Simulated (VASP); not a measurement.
Input:

```yaml
crystal:
  lattice:
    - [4.24059, 0.00000, 0.00000]
    - [0.00000, 4.24059, 0.00000]
    - [0.00000, 0.00000, 4.24059]
  atoms:
    - { symbol: Ba, position: [0.00000, 0.00000, 0.00000] }
    - { symbol: Hf, position: [0.50000, 0.50000, 0.50000] }
    - { symbol: O, position: [0.50000, 0.00000, 0.50000] }
    - { symbol: O, position: [0.00000, 0.50000, 0.50000] }
    - { symbol: O, position: [0.50000, 0.50000, 0.00000] }
```

Method: AM05 GGA, VASP's PBE PAW potentials (set 64) (plane waves; VASP 6.6.1). Settings: 520 eV cut-off, 5×5×5 Γ-centred mesh, Gaussian smearing of 0.050 eV, potentials Ba_sv Hf_pv O.

### Question
Estimate the energy per atom (σ→0), pressure.

### Answer

energy per atom (σ→0): -8.845 eV/atom
pressure: -8.63 GPa

Total energies compare only between runs with the same potentials, cut-off and functional.

The compound is BaHfO3 in the cubic perovskite structure. This cell is one point of a volume scan, at 1.06 of the reference volume.
